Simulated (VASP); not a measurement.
Nb3Si (space group I-4): computed properties

Computed with PBEsol GGA, VASP's PBE PAW potentials (set 64) (plane waves; VASP).

| Property | Result |
|---|---|
| space group | I-4 (82) |
| cell | a = b = 10.1986 Å, c = 5.1048 Å, α = β = γ = 90.00° |
| volume per atom | 16.59 Å³/atom |
| band gap (over mesh and band path) | none (metal, semimetal or under 0.01 eV) |
| density | 7.68 g/cm³ |

```
CELL_PARAMETERS angstrom
     -5.09929     5.09929     2.55239
      5.09929    -5.09929     2.55239
      5.09929     5.09929    -2.55239
ATOMIC_POSITIONS crystal
  Nb 0.16670 0.18029 0.82239
  Nb 0.81971 0.64210 0.98641
  Nb 0.35790 0.34431 0.17761
  Nb 0.65569 0.83330 0.01359
  Nb 0.50291 0.15876 0.63162
  Nb 0.84124 0.47286 0.34415
  Nb 0.52714 0.87128 0.36838
  Nb 0.12872 0.49709 0.65585
  Nb 0.52874 0.55037 0.58848
  Nb 0.44963 0.03810 0.97836
  Nb 0.96190 0.94026 0.41152
  Nb 0.05974 0.47126 0.02164
  Si 0.99345 0.72579 0.68514
  Si 0.27421 0.95935 0.26766
  Si 0.04065 0.30831 0.31486
  Si 0.69169 0.00655 0.73234
```

The structure comes from a computed database's Nb3Si entry (I-4); how it stands against other phases isn't given here. It was relaxed first. Symmetry was kept, so distortions that lower it aren't found.
